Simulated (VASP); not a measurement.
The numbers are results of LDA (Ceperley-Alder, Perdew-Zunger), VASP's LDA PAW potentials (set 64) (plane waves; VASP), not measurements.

The input files of a VASP run:

File POSCAR:
```
BaF2
1
   -0.0000000000     3.0455157985     3.0455157985
    3.0455157985    -0.0000000000     3.0455157985
    3.0455157985     3.0455157985    -0.0000000000
Ba F
1 2
Direct
  0.0000000000   0.0000000000   0.0000000000
  0.2500000000   0.2500000000   0.2500000000
  0.7500000000   0.7500000000   0.7500000000
```

**INCAR**
```
ALGO = Normal
EDIFF = 1E-6
EDIFFG = -0.02
ENCUT = 520
IBRION = 2
ISIF = 3
ISMEAR = 0
LASPH = T
LCHARG = F
LMAXMIX = 4
LREAL = F
LWAVE = F
NELM = 100
NSW = 60
PREC = Accurate
SIGMA = 0.05
SYSTEM = BaF2
```

### KPOINTS
```
Automatic mesh
0
Gamma
6 6 6
0 0 0
```

POTCAR, in this order: Ba_sv F (LDA.64 set). Program: vasp_std.

Problem. What will the output report for the number of irreducible k-points (NKPTS), number of bands (NBANDS), largest plane-wave count, number of space-group operations, FFT grid (NGX, NGY, NGZ)?

Solution. 
- number of irreducible k-points (NKPTS) = 16
- number of bands (NBANDS) = 16
- largest plane-wave count = 1536
- number of space-group operations = 48
- FFT grid (NGX, NGY, NGZ) = 32 × 32 × 32

The compound is BaF2 in the fluorite structure. It was relaxed first, which changed the volume by -5 %. The start is the result of an earlier pass.
